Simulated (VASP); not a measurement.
Data:

```yaml
crystal:
  lattice:
    - [2.84179, 0.00000, 0.00000]
    - [0.00000, 2.84179, 0.00000]
    - [0.00000, 0.00000, 2.84179]
  atoms:
    - { symbol: Ga, position: [0.50000, 0.50000, 0.50000] }
    - { symbol: Co, position: [0.00000, 0.00000, 0.00000] }
```

Calculation: r2SCAN meta-GGA with spin-orbit coupling, VASP's PBE PAW potentials (set 64) (plane waves; VASP 6.6.1). Run with 400 eV cut-off, 12×12×12 Γ-centred mesh, Gaussian smearing of 0.050 eV, potentials Ga_d Co.

Question: Give the energies of bands 13 to 26 at the high-symmetry points, in eV from the Fermi level.

Answer: 
```csv
band,Γ,X,M,R
13,-2.83,-7.59,-3.62,-4.64
14,-2.83,-7.59,-3.62,-4.64
15,-2.83,-2.58,-3.59,-4.64
16,-2.83,-2.58,-3.59,-4.64
17,-1.03,-2.13,-2.73,-0.23
18,-1.03,-2.13,-2.73,-0.23
19,-1.03,-2.05,-1.56,-0.23
20,-1.03,-2.05,-1.56,-0.23
21,-0.92,-0.99,-1.50,1.20
22,-0.92,-0.99,-1.50,1.20
23,5.34,0.12,-0.26,3.81
24,5.34,0.12,-0.26,3.81
25,5.66,11.32,2.44,3.95
26,5.66,11.32,2.44,3.95
```

It has no gap at this level: it comes out as a metal or semimetal.

The compound is CoGa in the CsCl type structure. It was relaxed first.
